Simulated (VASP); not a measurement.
# GaN: energy against strain

GaN (wurtzite, P6_3mc, 11.756 Å³/atom and stress up to 0.19 GPa in the relaxed cell, c along z) under an equal strain ε along x and y, with z held. PBE in VASP (plane waves, PAW), 600 eV, 12×12×6 Γ-centred mesh, Gaussian smearing 0.05 eV; ions are relaxed, or left where forces stay under 0.02 eV/Å, within the symmetry of each cell.

Here s stands for strain and y for E less E0.

| strain (%) | E less E0 (meV/atom) |
|---|---|
| -3.00 | ? |
| -1.50 | 7.70 |
| -1.00 | 3.45 |
| -0.50 | 0.90 |
| 0.00 | 0.00 |
| 0.50 | 0.70 |
| 1.00 | 2.93 |
| 1.50 | 6.63 |

The 7 complete rows are fitted with a parabola, y against s. Least squares gives y = 0.004 - 0.3179·s + 3.1833·s². Residuals (row less fit): 0.057, -0.055, -0.059, -0.004, 0.059, 0.061, -0.060; standard error 0.072 (degrees of freedom: 4). Twice the quadratic coefficient over the volume, 2 × 3.1833 meV × 10⁴ × 0.1602 / 11.756 Å³, is the elastic constants 2(C11 + C12) = 868 ± 9 GPa (± standard error of the fit, which holds the terms cut off).

Task: What does the fit predict for y at s = -3.00, and how far is the calculated value from it?

Result: y = 0.004 - 0.3179 × (-3.0) + 3.1833 × (-3.0)² = 29.607 meV/atom. The calculation gives 31.33 meV/atom, 1.723 meV/atom above the prediction (5.5 % of the range of y in the table). The row lies outside the fitted rows, so this is an extrapolation. From the scatter of the fitted rows alone, a prediction at this place has a standard error of 0.273 meV/atom, so the miss is 6.3 times that.

A polynomial of degree 3 through the 12 other runs of the series gives 31.30 there, so most of the miss is curvature that the fit leaves out. Rows are the converged runs of the series near zero and its far end; series whose fitted rows scatter by over a few per cent of the range, as at a crossing or softening among them, aren't shown in this form, nor equations of state whose B0' disagrees with the runs' pressures. Most that stay on the fit to the last digits aren't either.
